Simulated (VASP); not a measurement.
```
CELL_PARAMETERS angstrom
      0.00000     2.14120     2.14120
      2.14120     0.00000     2.14120
      2.14120     2.14120     0.00000
ATOMIC_POSITIONS crystal
  Ti 0.00000 0.00000 0.00000
  N  0.50000 0.50000 0.50000
```

All values below come from r2SCAN meta-GGA, VASP's PBE PAW potentials (set 64) (plane waves; VASP). Numerical set-up: 600 eV cut-off, 14×14×14 Γ-centred mesh, first-order Methfessel-Paxton smearing of 0.10 eV, potentials Ti_sv N.

Q: Give the stress tensor in GPa (positive for a compressed cell).

A: 
```
-8.18   0.00   0.00
 0.00  -8.18   0.00
 0.00   0.00  -8.18
```
The pressure is its mean diagonal, -8.18 GPa.

The compound is TiN in the rock salt structure. This cell was strained or had an atom moved on purpose. The electron count is odd and the run is not spin-polarised, which forces a metal.
